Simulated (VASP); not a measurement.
Input:

```cif
data_Pb4Se4
_chemical_formula_sum 'Pb4 Se4'
_space_group_name_H-M_alt 'Fm-3m'
_space_group_IT_number 225
_space_group_name_Hall '-F 4 2 3'
_cell_length_a 6.19603
_cell_length_b 6.19603
_cell_length_c 6.19603
_cell_angle_alpha 90.000
_cell_angle_beta 90.000
_cell_angle_gamma 90.000
loop_
_atom_site_label
_atom_site_type_symbol
_atom_site_symmetry_multiplicity
_atom_site_Wyckoff_symbol
_atom_site_fract_x
_atom_site_fract_y
_atom_site_fract_z
_atom_site_occupancy
Pb1 Pb 4 a 0.00000 0.00000 0.00000 1
Se1 Se 4 b 0.50000 0.50000 0.50000 1
```
(The calculation used a cell of 2 atoms; values per cell refer to that cell.)

Computed with TPSS meta-GGA, VASP's PBE PAW potentials (set 64) (plane waves; VASP 6.6.1). Numerical set-up: 520 eV cut-off, 7×7×7 Γ-centred mesh, Gaussian smearing of 0.050 eV, potentials Pb_d Se.

Task: Give the energy at these volumes per atom, relative to the lowest: 27.91, 28.80, 29.69, 30.58, 31.47 Å³.

Result: 19.2, 4.7, 0.0, 3.5, 14.0 meV/atom. A third-order Birch-Murnaghan fit gives B0 = 49.0 GPa and B0′ = 4.3.

Measured: a 6.105 Å at 120 K (computed value off by +1.5 %), as given by Noda, Masumoto, Ohba, Saito, Toriumi, Iwata, Shibuya, Acta Cryst. C 43, 1443 (1987), by a structure database's card. The calculation is for a static lattice, while the measured a holds thermal and zero-point effects, which are part of the difference.

The compound is PbSe in the rock salt structure. It was relaxed first.
